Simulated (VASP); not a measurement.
Here is the system:

```yaml
crystal:
  lattice:
    - [0.00000, 2.71421, 2.71421]
    - [2.71421, 0.00000, 2.71421]
    - [10.88836, 10.88836, -0.03151]
  atoms:
    - { symbol: Sr, position: [0.00000, 0.00000, 0.00000] }
    - { symbol: O, position: [0.51549, 0.51549, 0.11338] }
    - { symbol: O, position: [0.50522, 0.50522, 0.37109] }
    - { symbol: O, position: [0.49478, 0.49478, 0.62891] }
    - { symbol: O, position: [0.48451, 0.48451, 0.88662] }
    - { symbol: Ba, position: [0.01042, 0.01042, 0.24219] }
    - { symbol: Ba, position: [0.00000, 0.00000, 0.50000] }
    - { symbol: Ba, position: [0.98958, 0.98958, 0.75781] }
```

Calculation: PBEsol GGA, VASP's PBE PAW potentials (set 64) (plane waves; VASP). Settings: 520 eV cut-off, 9×9×3 Γ-centred mesh, tetrahedra with Blöchl corrections, potentials Sr_sv O Ba_sv.

Task: What does the run give for the energy per atom (σ→0)?

Result: 
```json
{
  "energy per atom (σ→0)": "-6.211 eV/atom"
}
```

Total energies compare only between runs with the same potentials, cut-off and functional.

The structure was generated: Ba3SrO4 was put into an ordered model structure (R-3m), which need not be its known phase. It was relaxed first.
